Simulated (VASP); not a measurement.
Computed with PBEsol GGA, VASP's PBE PAW potentials (set 64) (plane waves; VASP).

Input for VASP

### INCAR
```
! general
SYSTEM   = LiF
PREC     = Accurate
ENCUT    = 520   ! plane-wave cut-off (eV)
LREAL    = .False.
LASPH    = .True.   ! aspherical one-centre terms

! electronic loop
EDIFF    = 1E-8   ! SCF stop (eV)
NELM     = 100   ! most electronic steps
ALGO     = Normal   ! blocked Davidson

! smearing
ISMEAR   = 0
SIGMA    = 0.01

! functional
GGA      = PS

! ions
IBRION   = 8   ! DFPT with symmetry
NSW      = 1   ! most ionic steps

! output
LWAVE    = .False.
LCHARG   = .False.

! other
LEPSILON = .True.
```

KPOINTS:
```
Automatic mesh
0
Gamma
11 11 11
0 0 0
```

File POSCAR:
```
LiF
1
   -0.0000000000     2.0020442322     2.0020442322
    2.0020442322    -0.0000000000     2.0020442322
    2.0020442322     2.0020442322     0.0000000000
Li F
1 1
Direct
  0.0000000000   0.0000000000   0.0000000000
  0.5000000000   0.5000000000   0.5000000000
```

POTCAR, in this order: Li_sv F (PBE.64 set). Program: vasp_std.

Output

File OUTCAR:
```
 ion  position               nearest neighbor table
   1  0.000  0.000  0.000-   2 2.00   2 2.00   2 2.00   2 2.00   2 2.00   2 2.00
   2  0.500  0.500  0.500-   1 2.00   1 2.00   1 2.00   1 2.00   1 2.00   1 2.00
  LATTYP: Found a face centered cubic cell.
 ALAT       =     4.0040884644
 Subroutine PRICEL returns:
 Original cell was already a primitive cell.
 Subroutine GETGRP returns: Found 48 space group operations
The static configuration has the point symmetry O_h .
The dynamic configuration has the point symmetry O_h .
 Subroutine INISYM returns: Found 48 space group operations
 Subroutine IBZKPT returns following result:
 Found     56 irreducible k-points:

 Following reciprocal coordinates:
            Coordinates               Weight
  0.000000  0.000000  0.000000      1.000000
  0.090909  0.000000  0.000000      8.000000
  0.181818  0.000000  0.000000      8.000000
  0.272727  0.000000  0.000000      8.000000
  0.363636  0.000000  0.000000      8.000000
  0.454545  0.000000  0.000000      8.000000
  0.090909  0.090909  0.000000      6.000000
  0.181818  0.090909  0.000000     24.000000
  0.272727  0.090909  0.000000     24.000000
  0.363636  0.090909  0.000000     24.000000
  0.454545  0.090909  0.000000     24.000000
 -0.454545  0.090909  0.000000     24.000000
 -0.363636  0.090909  0.000000     24.000000
 -0.272727  0.090909  0.000000     24.000000
 -0.181818  0.090909  0.000000     24.000000
 -0.090909  0.090909  0.000000     12.000000
  0.181818  0.181818  0.000000      6.000000
  0.272727  0.181818  0.000000     24.000000
  0.363636  0.181818  0.000000     24.000000
  0.454545  0.181818  0.000000     24.000000
 -0.454545  0.181818  0.000000     24.000000
 -0.363636  0.181818  0.000000     24.000000
 -0.272727  0.181818  0.000000     24.000000
 -0.181818  0.181818  0.000000     12.000000
  0.272727  0.272727  0.000000      6.000000
  0.363636  0.272727  0.000000     24.000000
  0.454545  0.272727  0.000000     24.000000
 -0.454545  0.272727  0.000000     24.000000
 -0.363636  0.272727  0.000000     24.000000
 -0.272727  0.272727  0.000000     12.000000
  0.363636  0.363636  0.000000      6.000000
  0.454545  0.363636  0.000000     24.000000
 -0.454545  0.363636  0.000000     24.000000
 -0.363636  0.363636  0.000000     12.000000
  0.454545  0.454545  0.000000      6.000000
 -0.454545  0.454545  0.000000     12.000000
  0.272727  0.181818  0.090909     24.000000
  0.363636  0.181818  0.090909     48.000000
  0.454545  0.181818  0.090909     48.000000
 -0.454545  0.181818  0.090909     48.000000
 Subroutine IBZKPT_HF returns following result:
   k-points           NKPTS =     56   k-points in BZ     NKDIM =     56   number of bands    NBANDS=      9
   number of dos      NEDOS =    301   number of ions     NIONS =      2
   total plane-waves  NPLWV =  13824
   dimension x,y,z NGX =    24 NGY =   24 NGZ =   24
   dimension x,y,z NGXF=    48 NGYF=   48 NGZF=   48
   ions per type =               1   1
   PREC   = accura    normal or accurate (medium, high low for compatibility)
   ISTART =      0    job   : 0-new  1-cont  2-samecut
   ICHARG =      2    charge: 1-file 2-atom 10-const
   ISPIN  =      1    spin polarized calculation?
   LNONCOLLINEAR =      F non collinear calculations
   LSORBIT =      F    spin-orbit coupling
   INIWAV =      1    electr: 0-lowe 1-rand  2-diag
   ENCUT  =  520.0 eV  38.22 Ry    6.18 a.u.   5.26  5.26  5.26*2*pi/ulx,y,z
   NELM   =    100;   NELMIN=  2; NELMDL= -5     # of ELM steps
   EDIFF  = 0.1E-07   stopping-criterion for ELM
   LREAL  =      F    real-space projection
   NLSPLINE    = F    spline interpolate recip. space projectors
...
```

File OUTCAR:
```


 HEAD OF MICROSCOPIC STATIC DIELECTRIC TENSOR (INDEPENDENT PARTICLE, excluding Hartree and local field effects)
 ------------------------------------------------------
           2.113118     0.000000     0.000000
           0.000000     2.113118     0.000000
           0.000000     0.000000     2.113118
 ------------------------------------------------------

 MACROSCOPIC STATIC DIELECTRIC TENSOR (including local field effects in DFT)
 ------------------------------------------------------
           2.089000     0.000000     0.000000
          -0.000000     2.089000     0.000000
          -0.000000     0.000000     2.089000
 ------------------------------------------------------

 PIEZOELECTRIC TENSOR (including local field effects)  for field in x, y, z        (e  Angst)
          XX          YY          ZZ          XY          YZ          ZX
  --------------------------------------------------------------------------------
  x     0.00000     0.00000     0.00000     0.00000     0.00000     0.00000
  y     0.00000     0.00000     0.00000     0.00000     0.00000     0.00000
  z     0.00000     0.00000     0.00000     0.00000     0.00000     0.00000

 PIEZOELECTRIC TENSOR (including local field effects)  for field in x, y, z        (C/m^2)
          XX          YY          ZZ          XY          YZ          ZX
  --------------------------------------------------------------------------------
  x     0.00000     0.00000     0.00000     0.00000     0.00000     0.00000
  y     0.00000     0.00000     0.00000     0.00000     0.00000     0.00000
  z     0.00000     0.00000     0.00000     0.00000     0.00000     0.00000

 BORN EFFECTIVE CHARGES (including local field effects) (in |e|, cummulative output)
 ---------------------------------------------------------------------------------
 ion    1
    1     1.04528     0.00000     0.00000
    2     0.00000     1.04528     0.00000
    3     0.00000     0.00000     1.04528
 ion    2
    1    -1.04528     0.00000     0.00000
    2     0.00000    -1.04528     0.00000
    3     0.00000     0.00000    -1.04528
```
(Selected blocks of OUTCAR.)

The compound is LiF in the rock salt structure. It was relaxed first.
